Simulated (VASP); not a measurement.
```xyz
7
Lattice="3.7072 0.0000 0.0000 -1.8536 3.2106 0.0000 0.0000 0.0000 8.1834" Properties=species:S:1:pos:R:3 pbc="T T T"
Y      0.0000     2.1404     5.5440
Y      1.8536     1.0702     2.6394
C      1.8536     3.2106     0.0000
N      3.7072     0.0000     1.2294
N      3.7072     0.0000     6.9540
O      0.0000     2.1404     3.2465
O      1.8536     1.0702     4.9369
```

Method: r2SCAN meta-GGA, VASP's PBE PAW potentials (set 64) (plane waves; VASP). Settings: 520 eV cut-off, 8×8×3 Γ-centred mesh, tetrahedra with Blöchl corrections, potentials Y_sv C N O.

The path is coarsely sampled, so an indirect gap can come out somewhat too large.

### Question
Give the energies of bands 14 to 27 at the high-symmetry points, in eV from the valence-band maximum.

### Answer

| band | Γ | M | K | A | L | H |
|---|---|---|---|---|---|---|
| 14 | -4.74 | -5.10 | -4.77 | -4.74 | -5.26 | -4.86 |
| 15 | -4.07 | -4.58 | -4.77 | -4.16 | -4.58 | -4.86 |
| 16 | -4.07 | -4.22 | -4.46 | -4.16 | -4.19 | -4.48 |
| 17 | -3.11 | -3.59 | -2.89 | -2.71 | -3.08 | -2.89 |
| 18 | -3.11 | -2.46 | -2.85 | -2.67 | -2.52 | -2.41 |
| 19 | -2.82 | -2.37 | -2.85 | -2.67 | -2.52 | -2.41 |
| 20 | -2.18 | -1.55 | -1.56 | -2.54 | -1.80 | -1.78 |
| 21 | -2.18 | -1.52 | -1.56 | -2.54 | -1.11 | -1.78 |
| 22 | -0.71 | -1.08 | -0.82 | -0.83 | -1.07 | -0.82 |
| 23 | 0.00 | -0.57 | -0.49 | -0.02 | -0.82 | -0.71 |
| 24 | 0.00 | -0.33 | -0.49 | -0.02 | -0.52 | -0.71 |
| 25 | 4.39 | 5.25 | 4.67 | 4.56 | 5.29 | 4.75 |
| 26 | 5.78 | 5.72 | 5.98 | 5.87 | 6.14 | 6.15 |
| 27 | 6.15 | 6.06 | 5.98 | 6.15 | 6.24 | 6.23 |

The gap is indirect, 4.39 eV, from the valence maximum at Γ-M at 0.20 to the conduction minimum at Γ.

The structure comes from a computed database's Y2CN2O2 entry (P-3m1); how it stands against other phases isn't given here. It was relaxed first.
